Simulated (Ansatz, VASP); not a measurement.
# Two plane-wave programs on TiSn

File INCAR:

```
SYSTEM = TiSn
PREC = Accurate
ENCUT = 520
EDIFF = 1E-6
ISMEAR = -1
SIGMA = 0.05
LREAL = .FALSE.
LASPH = .TRUE.
NELM = 60
ALGO = Fast
ISIF = 2
LWAVE = .FALSE.
LCHARG = .TRUE.
GGA = PE
LELF = .TRUE.
LVHAR = .TRUE.
NBANDS = 20
```

KPOINTS

```
Automatic mesh
0
G
  8 8 8
  0 0 0
```

POSCAR

```
TiSn
1.0
    0.0000000000      2.8190972293      2.8190972293
    2.8190972293      0.0000000000      2.8190972293
    2.8190972293      2.8190972293      0.0000000000
Ti Sn
1 1
Direct
    0.0000000000      0.0000000000      0.0000000000
    0.5000000000      0.5000000000      0.5000000000
```

input.yaml

```yaml
crystal:
  lattice:
    - [0.0, 2.8190972293, 2.8190972293]
    - [2.8190972293, 0.0, 2.8190972293]
    - [2.8190972293, 2.8190972293, 0.0]
  atoms:
    - { symbol: Ti, position: [0.0, 0.0, 0.0] }
    - { symbol: Sn, position: [0.5, 0.5, 0.5] }
hamiltonian:
  xc: pbe
  pseudopotentials: { kind: paw }
kpoints:
  mp_grid: { grid: [8, 8, 8] }
scf:
  occupations: { method: fermi_dirac, width: 0.05 }
output:
  forces: true
  stress: true
  eigenvalues: true
  write_density: true
  write_potential: true
  elf: true
  volumetric_format: npy
```

The cell was built by a generator and needn't be a form met in nature.

Alike in both runs: task single point; functional PBE; k mesh 8 × 8 × 8; occupations fermi-dirac, width 0.05 eV; no spin polarisation.

```csv
,VASP,Ansatz
version,VASP 6.6.1,Ansatz 0.2.0
potentials or method,"VASP PAW PBE potentials, release 64 (Ti_sv, Sn_d)",Ansatz PAW
plane-wave cutoff (eV),520,420
valence electrons in the cell,26,26
```

```tsv
	VASP	Ansatz	Ansatz less VASP
gap on the k mesh at the Fermi level (eV)	none	none	-
pressure (GPa)	-1.6	-1.6	+0.03
```

A gap of «none» marks a metal or a gap that the smearing closes. With one functional, cell and mesh, what is left measures potentials, basis and numerics.
